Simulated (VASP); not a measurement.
Input for VASP

INCAR:
```
SYSTEM = NiAl
PREC = Accurate
ENCUT = 400
EDIFF = 1E-6
NELM = 100
ALGO = Normal
LREAL = .FALSE.
LASPH = .TRUE.
ISMEAR = 1
SIGMA = 0.1
GGA = PE
LMAXMIX = 4
LWAVE = .FALSE.
LCHARG = .FALSE.
ISIF = 2
```

### KPOINTS
```
Automatic mesh
0
Gamma
10 10 10
0 0 0
```

POSCAR:
```
NiAl
1
    2.8900000000     0.0000000000     0.0000000000
    0.0000000000     2.8900000000     0.0000000000
    0.0000000000     0.0000000000     2.8900000000
Al Ni
1 1
Direct
  0.5000000000   0.5000000000   0.5000000000
  0.0000000000   0.0000000000   0.0000000000
```

POTCAR, in this order: Al Ni (PBE.64 set). Program: vasp_gam.

Question: Does this input run properly? What does VASP do?

Answer: There is a fault: the Γ-only program was given a k-mesh. VASP stops with an error: You are using the Gamma-point-only version with more than one k-point or some other non-Gamma k-point. ----> I REFUSE TO CONTINUE WITH THIS SICK JOB ... BYE!!! <----

**standard output**
```
 POSCAR found type information on POSCAR AlNi
 POSCAR found :  2 types and       2 ions
 Reading from existing POTCAR
 Reading from existing POTCAR
 LDA part: xc-table for (Slater+PW92), standard interpolation

 -----------------------------------------------------------------------------
|                                                                             |
|     EEEEEEE  RRRRRR   RRRRRR   OOOOOOO  RRRRRR      ###     ###     ###     |
|     E        R     R  R     R  O     O  R     R     ###     ###     ###     |
|     E        R     R  R     R  O     O  R     R     ###     ###     ###     |
|     EEEEE    RRRRRR   RRRRRR   O     O  RRRRRR       #       #       #      |
|     E        R   R    R   R    O     O  R   R                               |
|     E        R    R   R    R   O     O  R    R      ###     ###     ###     |
|     EEEEEEE  R     R  R     R  OOOOOOO  R     R     ###     ###     ###     |
|                                                                             |
|     You are using the Gamma-point-only version with more than one           |
|     k-point or some other non-Gamma k-point.                                |
|                                                                             |
|       ---->  I REFUSE TO CONTINUE WITH THIS SICK JOB ... BYE!!! <----       |
|                                                                             |
 -----------------------------------------------------------------------------
```

To mend it, run vasp_std.

The mended run (PBE GGA, plane waves, VASP's PBE PAW potentials (set 64)) converges, and its OSZICAR ends with
```
   1 F= -.10543939E+02 E0= -.10543895E+02  d E =-.131544E-03
```

The compound is NiAl in the CsCl type structure. The cell was not relaxed at this level. The run is not spin-polarised, so no magnetic state was tried.
